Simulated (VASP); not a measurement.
```
FeO
1.0
    4.41660     2.20830     2.20830
    2.20830     4.41660     2.20830
    2.20830     2.20830     4.41660
Fe O
2 2
Direct
  0.00000   0.00000   0.00000
  0.50000   0.50000   0.50000
  0.25000   0.25000   0.25000
  0.75000   0.75000   0.75000
```
Starting moments (μB, in the order of the record's atoms Fe Fe O O): 4.0 -4.0 0.0 0.0.

Computed with PBE GGA, VASP's PBE PAW potentials (set 64) (plane waves; VASP). Settings: 520 eV cut-off, 10×10×10 Γ-centred mesh, Gaussian smearing of 0.050 eV, potentials Fe O.

Gaps are read on the run's mesh, which can miss a band edge.

Task: What does the run give for the cell moment, energy per atom (σ→0), pressure, band gap (on the k-mesh) with the smallest direct gap where there is one?

Result: 
* **band gap (on the k-mesh)**: none (metal, semimetal or under 0.01 eV)
* **cell moment**: 0.00 μB
* **energy per atom (σ→0)**: -7418 meV/atom
* **pressure**: -12.33 GPa

Task: Give the moment on each site (PAW-sphere projection).

Result: 
| site | moment (μB) |
|---|---|
| Fe1 | 3.47 |
| Fe2 | -3.47 |
| O3 | 0.00 |
| O4 | 0.00 |

The compound is FeO in the rock salt, AFM-II order structure. The cell was not relaxed at this level. The run is one of a series of settings (KPOINTS 10×10×10 Γ-centred mesh against the base run), some of them coarse on purpose.
